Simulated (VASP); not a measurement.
Consider the following.

```xyz
2
Lattice="2.9949 0.0000 0.0000 0.0000 2.9949 0.0000 0.0000 0.0000 2.9949" Properties=species:S:1:pos:R:3 pbc="T T T"
Zr     0.0000     0.0000     0.0000
B      1.4975     1.4975     1.4975
```

Computed with PBEsol GGA, VASP's PBE PAW potentials (set 64) (plane waves; VASP). Numerical set-up: 520 eV cut-off, 14×14×14 Γ-centred mesh, tetrahedra with Blöchl corrections, potentials Zr_sv B.

Q: Estimate the energy per atom (σ→0), band gap (on the k-mesh) with the smallest direct gap where there is one.

A: 
```yaml
band gap (on the k-mesh): none (metal, semimetal or under 0.01 eV)
energy per atom (σ→0): -7.975 eV/atom
```

Total energies compare only between runs with the same potentials, cut-off and functional.

The structure was generated: ZrB was put into the CsCl type type (Pm-3m), which need not be its known phase. It was relaxed first, which changed the volume by -30 %. The electron count is odd and the run is not spin-polarised, which forces a metal.
